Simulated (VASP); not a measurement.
# K3Pd (Pm-3m) in VASP: a series of runs, part 2 of 2

VASP 6.6.1.

## (3) Single point, PBE

Contents of INCAR:

```
SYSTEM = K3Pd
  PREC = Accurate
  ENCUT = 520
  EDIFF = 1E-6
  ISMEAR = 0
  SIGMA = 0.1
  LREAL = .FALSE.
  LASPH = .TRUE.
  NELM = 60
  ALGO = Normal
  ISIF = 2
  LWAVE = .FALSE.
  LCHARG = .TRUE.
  GGA = PE
  LELF = .TRUE.
  LVHAR = .TRUE.
  NBANDS = 26
```

Contents of KPOINTS:

```
regular mesh
0
G
  4 4 4
  0 0 0
```

Contents of POSCAR:

```
K3Pd
1.0
    5.4450130000      0.0000000000      0.0000000000
    0.0000000000      5.4450130000      0.0000000000
    0.0000000000      0.0000000000      5.4450130000
K Pd
3 1
Direct
    0.5000000000      0.5000000000      0.0000000000
    0.5000000000      0.0000000000      0.5000000000
    0.0000000000      0.5000000000      0.5000000000
    0.0000000000      0.0000000000      0.0000000000
```

Potentials or basis: VASP PAW PBE potentials, release 64 (K_sv, Pd).

Started as:

```sh
cat potpaw_PBE.64/K_sv/POTCAR potpaw_PBE.64/Pd/POTCAR > POTCAR
mpirun -np 1 vasp_std > vasp.out
```

OUTCAR:

```text
SYSTEM = K3Pd
   PREC = Accurate
   ENCUT = 520
   EDIFF = 1E-6
   ISMEAR = 0
   LREAL = .FALSE.
   LASPH = .TRUE.
   NELM = 60
   ISIF = 2
   GGA = PE

 ion  position               nearest neighbor table
   1  0.500  0.500  0.000-
   2  0.500  0.000  0.500-
   3  0.000  0.500  0.500-
   4  0.000  0.000  0.000-

  LATTYP: Found a simple cubic cell.
 ALAT       =     5.4450130000

  Lattice vectors:
[... 467 lines left out ...]

  FORCE on cell =-STRESS in cart. coord.  units (eV):
  Direction    XX          YY          ZZ          XY          YZ          ZX
  --------------------------------------------------------------------------------------
  -------------------------------------------------------------------------------------
  Total       -0.0455052     -0.0455052     -0.0455052      0.0000000     -0.0000000     -0.0000000
  in kB       -0.4516215     -0.4516215     -0.4516215      0.0000000     -0.0000000     -0.0000000
  external PRESSURE =      -0.4516215 kB  Pullay stress =       0.0000000 kB

 VOLUME and BASIS-vectors are now :
 -----------------------------------------------------------------------------
  energy-cutoff  :      520.00
  volume of cell :      161.43
      direct lattice vectors                 reciprocal lattice vectors
     5.445013000  0.000000000  0.000000000     0.183654291  0.000000000  0.000000000
     0.000000000  5.445013000  0.000000000     0.000000000  0.183654291  0.000000000
     0.000000000  0.000000000  5.445013000     0.000000000  0.000000000  0.183654291

 POSITION                                       TOTAL-FORCE (eV/Angst)
 -----------------------------------------------------------------------------------
      2.72251      2.72251      0.00000         0.000000      0.000000      0.000000
      2.72251      0.00000      2.72251         0.000000      0.000000      0.000000
      0.00000      2.72251      2.72251         0.000000      0.000000      0.000000
      0.00000      0.00000      0.00000         0.000000      0.000000      0.000000
 -----------------------------------------------------------------------------------
    total drift:                               -0.000000     -0.000000     -0.000000

  FREE ENERGIE OF THE ION-ELECTRON SYSTEM (eV)
  ---------------------------------------------------
  free  energy   TOTEN  =        -7.5806394201 eV

  energy  without entropy=       -7.5686827421  energy(sigma->0) =       -7.57466108
```

OSZICAR:

```text
N       E                     dE             d eps       ncg     rms          rms(c)
DAV:   1     0.258829733289E+03    0.25883E+03   -0.16382E+04   520   0.120E+03
DAV:   2     0.938330783717E+01   -0.24945E+03   -0.24213E+03   562   0.349E+02
DAV:   3    -0.784154866150E+01   -0.17225E+02   -0.17103E+02   814   0.718E+01
DAV:   4    -0.851532502080E+01   -0.67378E+00   -0.67081E+00   740   0.130E+01
DAV:   5    -0.854957403240E+01   -0.34249E-01   -0.34242E-01   758   0.212E+00    0.479E+00
DAV:   6    -0.775338137169E+01    0.79619E+00   -0.43353E+00   558   0.686E+00    0.531E+00
DAV:   7    -0.763392616492E+01    0.11946E+00   -0.76646E-01   730   0.350E+00    0.290E+00
DAV:   8    -0.758388920024E+01    0.50037E-01   -0.27180E-01   590   0.154E+00    0.955E-01
DAV:   9    -0.758292090033E+01    0.96830E-03   -0.85254E-02   638   0.124E+00    0.381E-01
DAV:  10    -0.758046513812E+01    0.24558E-02   -0.14875E-02   612   0.479E-01    0.641E-02
DAV:  11    -0.758064501596E+01   -0.17988E-03   -0.12746E-03   746   0.130E-01    0.463E-02
DAV:  12    -0.758065035782E+01   -0.53419E-05   -0.70130E-05   722   0.368E-02    0.225E-02
DAV:  13    -0.758063962761E+01    0.10730E-04   -0.88471E-05   536   0.327E-02    0.650E-03
DAV:  14    -0.758063937258E+01    0.25503E-06   -0.10496E-05   594   0.120E-02    0.154E-03
DAV:  15    -0.758063942014E+01   -0.47567E-07   -0.18722E-07   332   0.211E-03
   1 F= -.75806394E+01 E0= -.75746611E+01  d E =-.119567E-01
```

stdout:

```text
POSCAR found type information on POSCAR K Pd
 POSCAR found :  2 types and       4 ions
 scaLAPACK will be used
 LDA part: xc-table for (Slater+PW92), standard interpolation
 POSCAR, INCAR and KPOINTS ok, starting setup
 FFT: planning ... GRIDC
 FFT: planning ... GRID_SOFT
 FFT: planning ... GRID
 WAVECAR not read
 entering main loop
```

It took 43 s on 1 thread of Intel Xeon Platinum 8488C (Sapphire Rapids), shared host; peak memory 0.24 GiB.

Results:

| Item | Value |
| --- | --- |
| Free energy | -7.5806 eV |
| Pressure | 0.0 GPa |
| Band gap on the k mesh | none (metal or under the smearing width) |

## (4) Single point, PBE

Contents of INCAR:

```
SYSTEM = K3Pd
PREC = Accurate ; ENCUT = 520
EDIFF = 1E-6 ; ISMEAR = 0
SIGMA = 0.1 ; LREAL = .FALSE.
LASPH = .TRUE. ; NELM = 60
ALGO = Normal ; ISIF = 2
LWAVE = .FALSE. ; LCHARG = .TRUE.
GGA = PE ; LELF = .TRUE.
LVHAR = .TRUE. ; NBANDS = 26
```

Contents of KPOINTS:

```
regular mesh
0
G
  1 1 1
  0 0 0
```

POSCAR is that of step 3.

Potentials or basis: VASP PAW PBE potentials, release 64 (K_sv, Pd).

Started as:

```sh
cat potpaw_PBE.64/K_sv/POTCAR potpaw_PBE.64/Pd/POTCAR > POTCAR
mpirun -np 1 vasp_gam > vasp.out
```

OUTCAR:

```text
SYSTEM = K3Pd
   PREC = Accurate
   ENCUT = 520
   EDIFF = 1E-6
   ISMEAR = 0
   LREAL = .FALSE.
   LASPH = .TRUE.
   NELM = 60
   ISIF = 2
   GGA = PE

 ion  position               nearest neighbor table
   1  0.500  0.500  0.000-
   2  0.500  0.000  0.500-
   3  0.000  0.500  0.500-
   4  0.000  0.000  0.000-

  LATTYP: Found a simple cubic cell.
 ALAT       =     5.4450130000

  Lattice vectors:
[... 197 lines left out ...]

  FORCE on cell =-STRESS in cart. coord.  units (eV):
  Direction    XX          YY          ZZ          XY          YZ          ZX
  --------------------------------------------------------------------------------------
  -------------------------------------------------------------------------------------
  Total       -3.7150978     -3.7150978     -3.7150978      0.0000000     -0.0000000      0.0000000
  in kB      -36.8709280    -36.8709280    -36.8709280      0.0000000     -0.0000000      0.0000000
  external PRESSURE =     -36.8709280 kB  Pullay stress =       0.0000000 kB

 VOLUME and BASIS-vectors are now :
 -----------------------------------------------------------------------------
  energy-cutoff  :      520.00
  volume of cell :      161.43
      direct lattice vectors                 reciprocal lattice vectors
     5.445013000  0.000000000  0.000000000     0.183654291  0.000000000  0.000000000
     0.000000000  5.445013000  0.000000000     0.000000000  0.183654291  0.000000000
     0.000000000  0.000000000  5.445013000     0.000000000  0.000000000  0.183654291

 POSITION                                       TOTAL-FORCE (eV/Angst)
 -----------------------------------------------------------------------------------
      2.72251      2.72251      0.00000         0.000000      0.000000      0.000000
      2.72251      0.00000      2.72251         0.000000      0.000000      0.000000
      0.00000      2.72251      2.72251         0.000000      0.000000      0.000000
      0.00000      0.00000      0.00000         0.000000      0.000000      0.000000
 -----------------------------------------------------------------------------------
    total drift:                               -0.000000     -0.000000     -0.000000

  FREE ENERGIE OF THE ION-ELECTRON SYSTEM (eV)
  ---------------------------------------------------
  free  energy   TOTEN  =        -9.7640824664 eV

  energy  without entropy=       -9.7076635081  energy(sigma->0) =       -9.73587299
```

OSZICAR:

```text
N       E                     dE             d eps       ncg     rms          rms(c)
DAV:   1     0.450247217862E+03    0.45025E+03   -0.17652E+04    52   0.129E+03
DAV:   2     0.302112543511E+02   -0.42004E+03   -0.39871E+03    78   0.317E+02
DAV:   3    -0.892217238597E+01   -0.39133E+02   -0.38916E+02    64   0.112E+02
DAV:   4    -0.100580114556E+02   -0.11358E+01   -0.11326E+01    96   0.161E+01
DAV:   5    -0.100693992166E+02   -0.11388E-01   -0.11381E-01    62   0.169E+00    0.280E+00
DAV:   6    -0.981824334027E+01    0.25116E+00   -0.14258E+00    54   0.471E+00    0.266E+00
DAV:   7    -0.977354193971E+01    0.44701E-01   -0.27545E-01    60   0.224E+00    0.113E+00
DAV:   8    -0.976224582121E+01    0.11296E-01   -0.46744E-02    60   0.100E+00    0.288E-01
DAV:   9    -0.976375218108E+01   -0.15064E-02   -0.11780E-02    70   0.501E-01    0.164E-01
DAV:  10    -0.976400930651E+01   -0.25713E-03   -0.78140E-04    60   0.161E-01    0.729E-02
DAV:  11    -0.976407982563E+01   -0.70519E-04   -0.10795E-04    70   0.505E-02    0.154E-02
DAV:  12    -0.976408297438E+01   -0.31488E-05   -0.11482E-05    70   0.119E-02    0.536E-03
DAV:  13    -0.976408246641E+01    0.50797E-06   -0.11923E-06    44   0.505E-03
   1 F= -.97640825E+01 E0= -.97358730E+01  d E =-.564190E-01
```

stdout:

```text
POSCAR found type information on POSCAR K Pd
 POSCAR found :  2 types and       4 ions
 scaLAPACK will be used
 LDA part: xc-table for (Slater+PW92), standard interpolation
 POSCAR, INCAR and KPOINTS ok, starting setup
 FFT: planning ... GRIDC
 FFT: planning ... GRID_SOFT
 FFT: planning ... GRID
 WAVECAR not read
 entering main loop
```

Wall time 10 s (1 thread of Intel Xeon Platinum 8488C (Sapphire Rapids), shared host); peak memory 0.23 GiB.

What came out:

```
Free energy            : -9.7641 eV
Pressure               : -3.7 GPa
Band gap on the k mesh : none (metal or under the smearing width)
```

Levels at points of the mesh, in eV from the Fermi level:
| k point | band 14 | band 15 | band 16 | band 17 | band 18 | band 19 | band 20 | band 21 | band 22 | band 23 |
| --- | --- | --- | --- | --- | --- | --- | --- | --- | --- | --- |
| (0.00, 0.00, 0.00) | -2.53 | -2.53 | -2.37 | -2.37 | -2.37 | 0.00 | 2.05 | 2.05 | 2.11 | 2.11 |

Caveat: the k mesh is coarse (spacing up to 1.15 Å⁻¹), so the values aren't converged.
